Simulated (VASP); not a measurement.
All values below come from MS2 meta-GGA, VASP's PBE PAW potentials (set 64) (plane waves; VASP).

VASP input:

File POSCAR:
```
ZnS
1.0
  1.8920628449  -3.2771489373   0.0000000000
  1.8920628449   3.2771489373   0.0000000000
  0.0000000000   0.0000000000   6.1960444575
Zn S
2 2
Direct
  0.6666670000   0.3333330000   0.5001341469
  0.3333330000   0.6666670000   0.0001341469
  0.6666670000   0.3333330000   0.8748658531
  0.3333330000   0.6666670000   0.3748658531
```

KPOINTS:
```
Automatic mesh
0
Gamma
6 6 4
0 0 0
```

### INCAR
```
! general
SYSTEM =ZnS
PREC   =Accurate
ENCUT  =520
LREAL  =.FALSE.
LASPH  =.TRUE.

! electronic loop
EDIFF  =1E-6
NELM   =100
ALGO   =Normal
LMAXMIX=4
LMIXTAU=.TRUE.

! smearing
ISMEAR =0
SIGMA  =0.05

! functional
METAGGA=MS2

! ions
IBRION =2
NSW    =60
ISIF   =3
EDIFFG =-0.02

! output
LWAVE  =.FALSE.
LCHARG =.FALSE.
```

POTCAR, in this order: Zn S (PBE.64 set). Program: vasp_std.

Output of the run:

OSZICAR:
```
       N       E                     dE             d eps       ncg     rms          rms(c)
DAV:   1     0.194445728353E+03    0.19445E+03   -0.16080E+04   924   0.182E+03
DAV:   2    -0.247473881797E+02   -0.21919E+03   -0.21285E+03   954   0.356E+02
DAV:   3    -0.454607145518E+02   -0.20713E+02   -0.20592E+02  1134   0.114E+02
DAV:   4    -0.459249253373E+02   -0.46421E+00   -0.46370E+00  1074   0.178E+01
DAV:   5    -0.459331594752E+02   -0.82341E-02   -0.82329E-02  1148   0.236E+00    0.136E+01
DAV:   6    -0.290225628713E+02    0.16911E+02   -0.20588E+01  1010   0.115E+02    0.106E+01
DAV:   7    -0.261606073666E+02    0.28620E+01   -0.47729E+00   944   0.301E+01    0.599E+00
DAV:   8    -0.259030588051E+02    0.25755E+00   -0.95619E-01   986   0.219E+01    0.216E+00
DAV:   9    -0.259668734863E+02   -0.63815E-01   -0.39740E-01  1104   0.107E+01    0.105E+00
DAV:  10    -0.260463844830E+02   -0.79511E-01   -0.16875E-01   930   0.440E+00    0.275E-01
DAV:  11    -0.260456356763E+02    0.74881E-03   -0.34085E-03  1168   0.596E-01    0.352E-01
DAV:  12    -0.260504794892E+02   -0.48438E-02   -0.37676E-03  1008   0.836E-01    0.168E-01
DAV:  13    -0.260506484325E+02   -0.16894E-03   -0.69266E-04   996   0.291E-01    0.105E-01
DAV:  14    -0.260514796647E+02   -0.83123E-03   -0.64794E-04   990   0.364E-01    0.894E-02
DAV:  15    -0.260498899336E+02    0.15897E-02   -0.11973E-03   948   0.346E-01    0.923E-02
DAV:  16    -0.260511562150E+02   -0.12663E-02   -0.31284E-04   984   0.214E-01    0.385E-02
DAV:  17    -0.260516020879E+02   -0.44587E-03   -0.37075E-04   978   0.252E-01    0.718E-03
DAV:  18    -0.260516104926E+02   -0.84047E-05   -0.22068E-05  1122   0.467E-02    0.100E-02
DAV:  19    -0.260516107852E+02   -0.29256E-06   -0.30271E-07   678   0.522E-03
   1 F= -.26051611E+02 E0= -.26051611E+02  d E =-.260516E+02
       N       E                     dE             d eps       ncg     rms          rms(c)
DAV:   1    -0.262786827046E+02   -0.22707E+00   -0.38420E+00  1056   0.398E+01    0.389E+00
DAV:   2    -0.260855505637E+02    0.19313E+00   -0.72107E-01  1050   0.206E+01    0.159E+00
DAV:   3    -0.260573462448E+02    0.28204E-01   -0.43191E-02  1114   0.258E+00    0.783E-01
DAV:   4    -0.260543394953E+02    0.30067E-02   -0.69611E-03   954   0.792E-01    0.529E-01
DAV:   5    -0.260461651473E+02    0.81743E-02   -0.50565E-03  1092   0.128E+00    0.132E-01
DAV:   6    -0.260538208055E+02   -0.76557E-02   -0.50748E-03   924   0.859E-01    0.250E-02
DAV:   7    -0.260540550103E+02   -0.23420E-03   -0.10617E-04  1074   0.114E-01    0.118E-02
DAV:   8    -0.260540437846E+02    0.11226E-04   -0.20340E-05  1258   0.845E-02    0.739E-03
DAV:   9    -0.260540398803E+02    0.39043E-05   -0.48825E-05   966   0.933E-02    0.102E-02
DAV:  10    -0.260540492744E+02   -0.93941E-05   -0.42282E-06   812   0.274E-02    0.438E-03
DAV:  11    -0.260540477114E+02    0.15630E-05   -0.26349E-06   704   0.216E-02    0.332E-03
DAV:  12    -0.260540482514E+02   -0.54005E-06   -0.47516E-07   522   0.790E-03
   2 F= -.26054048E+02 E0= -.26054048E+02  d E =-.243747E-02
       N       E                     dE             d eps       ncg     rms          rms(c)
DAV:   1    -0.261043792162E+02   -0.50332E-01   -0.79730E-01  1056   0.174E+01    0.183E+00
DAV:   2    -0.260661252665E+02    0.38254E-01   -0.17187E-01  1050   0.119E+01    0.735E-01
DAV:   3    -0.260596224015E+02    0.65029E-02   -0.90792E-03   924   0.785E-01    0.364E-01
DAV:   4    -0.260583228855E+02    0.12995E-02   -0.99486E-04   984   0.292E-01    0.280E-01
DAV:   5    -0.260561246689E+02    0.21982E-02   -0.65443E-04  1210   0.599E-01    0.540E-02
DAV:   6    -0.260566203402E+02   -0.49567E-03   -0.15442E-03   936   0.505E-01    0.236E-02
DAV:   7    -0.260572006373E+02   -0.58030E-03   -0.18352E-04   936   0.158E-01    0.101E-02
DAV:   8    -0.260572243775E+02   -0.23740E-04   -0.95503E-06  1144   0.322E-02    0.396E-03
DAV:   9    -0.260572540783E+02   -0.29701E-04   -0.92930E-06   948   0.376E-02    0.450E-03
DAV:  10    -0.260572510559E+02    0.30224E-05   -0.77080E-07   540   0.131E-02    0.166E-03
DAV:  11    -0.260572540972E+02   -0.30413E-05   -0.14498E-07   516   0.852E-03    0.416E-04
DAV:  12    -0.260572535378E+02    0.55939E-06   -0.30672E-08   510   0.200E-03
   3 F= -.26057254E+02 E0= -.26057254E+02  d E =-.564275E-02
       N       E                     dE             d eps       ncg     rms          rms(c)
DAV:   1    -0.260598745393E+02   -0.26204E-02   -0.41050E-02  1056   0.402E+00    0.411E-01
DAV:   2    -0.260571505996E+02    0.27239E-02   -0.84038E-03  1050   0.246E+00    0.166E-01
DAV:   3    -0.260569733183E+02    0.17728E-03   -0.41823E-04   994   0.200E-01    0.816E-02
DAV:   4    -0.260570405876E+02   -0.67269E-04   -0.56322E-05   984   0.700E-02    0.604E-02
DAV:   5    -0.260570742145E+02   -0.33627E-04   -0.41599E-05  1092   0.126E-01    0.105E-02
DAV:   6    -0.260571548080E+02   -0.80594E-04   -0.57204E-05   936   0.925E-02    0.244E-03
DAV:   7    -0.260571595130E+02   -0.47049E-05   -0.25327E-06   760   0.178E-02    0.124E-03
DAV:   8    -0.260571591037E+02    0.40925E-06   -0.15500E-07   480   0.552E-03
   4 F= -.26057159E+02 E0= -.26057159E+02  d E =-.554832E-02
       N       E                     dE             d eps       ncg     rms          rms(c)
DAV:   1    -0.260571888976E+02   -0.29385E-04   -0.61911E-04  1068   0.493E-01    0.504E-02
DAV:   2    -0.260570759826E+02    0.11291E-03   -0.12933E-04  1050   0.309E-01    0.203E-02
DAV:   3    -0.260570875640E+02   -0.11581E-04   -0.66070E-06   940   0.259E-02    0.103E-02
DAV:   4    -0.260571013101E+02   -0.13746E-04   -0.87643E-07   522   0.984E-03    0.697E-03
DAV:   5    -0.260571132504E+02   -0.11940E-04   -0.62342E-07   618   0.185E-02    0.242E-03
DAV:   6    -0.260571187912E+02   -0.55409E-05   -0.63753E-07   576   0.132E-02    0.104E-03
DAV:   7    -0.260571182468E+02    0.54448E-06   -0.46804E-08   492   0.312E-03
   5 F= -.26057118E+02 E0= -.26057118E+02  d E =-.550746E-02
       N       E                     dE             d eps       ncg     rms          rms(c)
DAV:   1    -0.260571610224E+02   -0.42231E-04   -0.85375E-02  1004   0.230E+00    0.208E-01
DAV:   2    -0.260572959507E+02   -0.13493E-03   -0.34061E-03  1090   0.767E-01    0.786E-02
DAV:   3    -0.260572929973E+02    0.29534E-05   -0.17445E-04  1172   0.133E-01    0.515E-02
DAV:   4    -0.260573175271E+02   -0.24530E-04   -0.11417E-04  1016   0.124E-01    0.118E-02
DAV:   5    -0.260573317613E+02   -0.14234E-04   -0.27801E-05   930   0.637E-02    0.104E-02
DAV:   6    -0.260573257491E+02    0.60122E-05   -0.32372E-06   892   0.255E-02    0.904E-03
DAV:   7    -0.260573302731E+02   -0.45240E-05   -0.30819E-06   898   0.166E-02    0.259E-03
DAV:   8    -0.260573324178E+02   -0.21446E-05   -0.48679E-07   498   0.784E-03    0.105E-03
DAV:   9    -0.260573335696E+02   -0.11519E-05   -0.18998E-07   486   0.691E-03    0.702E-04
DAV:  10    -0.260573332755E+02    0.29411E-06   -0.46264E-08   498   0.228E-03
   6 F= -.26057333E+02 E0= -.26057333E+02  d E =-.215029E-03
```

File OUTCAR:
```
------------------------ aborting loop because EDIFF is reached ----------------------------------------
  FORCE on cell =-STRESS in cart. coord.  units (eV):
  Direction    XX          YY          ZZ          XY          YZ          ZX
  --------------------------------------------------------------------------------------
  Total       -0.0015581     -0.0015581     -0.0579974      0.0000000      0.0000000      0.0000000
  in kB       -0.0318880     -0.0318880     -1.1869553      0.0000000      0.0000000      0.0000000
  external PRESSURE =      -0.4169104 kB  Pullay stress =       0.0000000 kB
  volume of cell :       78.29
      direct lattice vectors                 reciprocal lattice vectors
     1.902569901 -3.295347692  0.000000000     0.262802433 -0.151729058  0.000000000
     1.902569901  3.295347692  0.000000000     0.262802433  0.151729058  0.000000000
     0.000000000  0.000000000  6.243277658     0.000000000  0.000000000  0.160172277
  FREE ENERGIE OF THE ION-ELECTRON SYSTEM (eV)
  ---------------------------------------------------
  free  energy   TOTEN  =       -26.0573332755 eV

  energy  without entropy=      -26.0573332755  energy(sigma->0) =      -26.05733328

 reached required accuracy - stopping structural energy minimisation
```
(Selected blocks of OUTCAR.)

File CONTCAR:
```
ZnS
   1.00000000000000
     1.9025699014665458   -3.2953476924256915    0.0000000000000000
     1.9025699014665458    3.2953476924256915    0.0000000000000000
     0.0000000000000000    0.0000000000000000    6.2432776575584192
  Zn              S
     2     2
Direct
     0.6666669999999968    0.3333330000000032    0.4997754566027771
     0.3333330000000032    0.6666669999999968    0.9997754566027772
     0.6666669999999968    0.3333330000000032    0.8752245433972229
     0.3333330000000032    0.6666669999999968    0.3752245433972228
```

The compound is ZnS in the wurtzite structure, the high-temperature form. This run relaxes it. Symmetry was kept, so distortions that lower it aren't found. The start is the result of an earlier pass.
